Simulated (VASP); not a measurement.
Consider the following.

```
CELL_PARAMETERS angstrom
      0.00000     3.08132     3.08132
      3.08132     0.00000     3.08132
      3.08132     3.08132     0.00000
ATOMIC_POSITIONS crystal
  In 0.00000 0.00000 0.00000
  Te 0.50000 0.50000 0.50000
```

All values below come from PBEsol GGA with spin-orbit coupling, VASP's PBE PAW potentials (set 64) (plane waves; VASP). Numerical set-up: 400 eV cut-off, 9×9×9 Γ-centred mesh, Gaussian smearing of 0.050 eV, potentials In_d Te.

Give the energies of bands 13 to 25 at the high-symmetry points, in eV from the Fermi level.

```
band      Γ      X      U      L      W
----  -----  -----  -----  -----  -----
13    -2.38  -5.42  -5.88  -7.13  -5.65
14    -2.38  -5.42  -5.88  -7.13  -5.65
15    -2.31  -4.15  -4.96  -1.77  -4.68
16    -2.31  -4.15  -4.96  -1.77  -4.68
17    -1.44  -3.61  -2.88  -1.20  -4.46
18    -1.44  -3.61  -2.88  -1.20  -4.46
19    -1.44  -3.16  -1.55   0.92   0.22
20    -1.44  -3.16  -1.55   0.92   0.22
21     4.70   2.58   3.83   1.70   2.42
22     4.70   2.58   3.83   1.70   2.42
23     5.37   6.41   4.61   1.94   5.05
24     5.37   6.41   4.61   1.94   5.05
25     5.38   7.09   5.68   2.01   5.22
```

It has no gap at this level: it comes out as a metal or semimetal.

The structure comes from a computed database's InTe entry (Fm-3m); how it stands against other phases isn't given here. It was relaxed first.
